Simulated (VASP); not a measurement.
Level of theory: PBEsol GGA, VASP's PBE PAW potentials (set 64) (plane waves; VASP).

The input files of a VASP run:

**INCAR**
```
ALGO  =  Normal
EDIFF  =  1E-6
ENCUT  =  300
GGA  =  PS
ISIF  =  2
ISMEAR  =  -1
LASPH  =  .True.
LCHARG  =  .False.
LMAXMIX  =  6
LREAL  =  .False.
LWAVE  =  .False.
NELM  =  100
PREC  =  Accurate
SIGMA  =  0.136
SYSTEM  =  HgPPt5
```

### POSCAR
```
HgPPt5
1
    3.9390400000     0.0000000000     0.0000000000
    0.0000000000     3.9390400000     0.0000000000
    0.0000000000     0.0000000000     7.2098400000
Hg P Pt
1 1 5
Direct
  0.5000000000   0.5000000000   0.0000000000
  0.0000000000   0.0000000000   0.5000000000
  0.0000000000   0.5000000000   0.3030700000
  0.0000000000   0.5000000000   0.6969300000
  0.5000000000   0.0000000000   0.3030700000
  0.5000000000   0.0000000000   0.6969300000
  0.0000000000   0.0000000000   0.0000000000
```

**KPOINTS**
```
Automatic mesh
0
Gamma
1 1 1
0 0 0
```

POTCAR, in this order: Hg P Pt (PBE.64 set). Program: vasp_std.

Output

File OSZICAR:
```
       N       E                     dE             d eps       ncg     rms          rms(c)
DAV:   1     0.319388221304E+03    0.31939E+03   -0.24444E+04    88   0.101E+03
DAV:   2    -0.197623082845E+02   -0.33915E+03   -0.32630E+03    88   0.277E+02
DAV:   3    -0.358534957980E+02   -0.16091E+02   -0.15587E+02    88   0.566E+01
DAV:   4    -0.361765513523E+02   -0.32306E+00   -0.32246E+00    96   0.807E+00
DAV:   5    -0.361871328917E+02   -0.10582E-01   -0.10581E-01   104   0.124E+00    0.429E+01
DAV:   6    -0.342449962311E+02    0.19421E+01   -0.71040E+00    96   0.170E+01    0.297E+01
DAV:   7    -0.368061197115E+02   -0.25611E+01   -0.55665E+01    96   0.274E+01    0.196E+01
DAV:   8    -0.347235742582E+02    0.20825E+01   -0.30645E+00    88   0.120E+01    0.975E+00
DAV:   9    -0.338908267119E+02    0.83275E+00   -0.12187E+00    88   0.720E+00    0.595E+00
DAV:  10    -0.336221526610E+02    0.26867E+00   -0.28586E-01    88   0.328E+00    0.415E+00
DAV:  11    -0.334661141633E+02    0.15604E+00   -0.29063E-01    96   0.340E+00    0.499E-01
DAV:  12    -0.334665995397E+02   -0.48538E-03   -0.16740E-02    88   0.661E-01    0.180E-01
DAV:  13    -0.334666460962E+02   -0.46557E-04   -0.39340E-04    80   0.140E-01    0.166E-01
DAV:  14    -0.334680961149E+02   -0.14500E-02   -0.24717E-03    96   0.363E-01    0.550E-01
DAV:  15    -0.334665930145E+02    0.15031E-02   -0.20457E-03    96   0.336E-01    0.882E-02
DAV:  16    -0.334666738614E+02   -0.80847E-04   -0.13745E-04    88   0.559E-02    0.136E-01
DAV:  17    -0.334665748380E+02    0.99023E-04   -0.70968E-05    96   0.604E-02    0.365E-02
DAV:  18    -0.334665694850E+02    0.53530E-05   -0.81677E-06    88   0.149E-02    0.124E-02
DAV:  19    -0.334665689257E+02    0.55937E-06   -0.39790E-07    40   0.419E-03
   1 F= -.33466569E+02 E0= -.33114919E+02  d E =-.703299E+00
```

### OUTCAR
```
------------------------ aborting loop because EDIFF is reached ----------------------------------------
  FORCE on cell =-STRESS in cart. coord.  units (eV):
  Direction    XX          YY          ZZ          XY          YZ          ZX
  --------------------------------------------------------------------------------------
  Total       12.2417937     12.2417937      9.1477218      0.0000000      0.0000000     -0.0000000
  in kB      175.3271733    175.3271733    131.0138230      0.0000000      0.0000000     -0.0000000
  external PRESSURE =     160.5560565 kB  Pullay stress =       0.0000000 kB
  volume of cell :      111.87
      direct lattice vectors                 reciprocal lattice vectors
     3.939040000  0.000000000  0.000000000     0.253868963  0.000000000  0.000000000
     0.000000000  3.939040000  0.000000000     0.000000000  0.253868963  0.000000000
     0.000000000  0.000000000  7.209840000     0.000000000  0.000000000  0.138699333
 POSITION                                       TOTAL-FORCE (eV/Angst)
 -----------------------------------------------------------------------------------
      1.96952      1.96952      0.00000        -0.000000     -0.000000      0.000000
      0.00000      0.00000      3.60492        -0.000000     -0.000000      0.000000
      0.00000      1.96952      2.18509        -0.000000      0.000000     -0.173504
      0.00000      1.96952      5.02475         0.000000      0.000000      0.173504
      1.96952      0.00000      2.18509        -0.000000     -0.000000     -0.173504
      1.96952      0.00000      5.02475         0.000000     -0.000000      0.173504
      0.00000      0.00000      0.00000        -0.000000     -0.000000      0.000000
 -----------------------------------------------------------------------------------
    total drift:                                0.000000     -0.000000     -0.000000
  FREE ENERGIE OF THE ION-ELECTRON SYSTEM (eV)
  ---------------------------------------------------
  free  energy   TOTEN  =       -33.4665689257 eV

  energy  without entropy=      -32.7632696800  energy(sigma->0) =      -33.11491930
```
(Selected blocks of OUTCAR.)

At this cut-off the stress carries a Pulay error, which pulls relaxed volumes low.

The structure comes from a computed database's HgPPt5 entry (P4/mmm); how it stands against other phases isn't given here. The cell was not relaxed at this level. The k-mesh is coarse (spacing up to 1.60 per Å, 2π included), so the numbers may not be converged in it. The run is one of a series of settings (KPOINTS 1×1×1 Γ-centred mesh against the base run), some of them coarse on purpose. The electron count is odd and the run is not spin-polarised, which forces a metal.
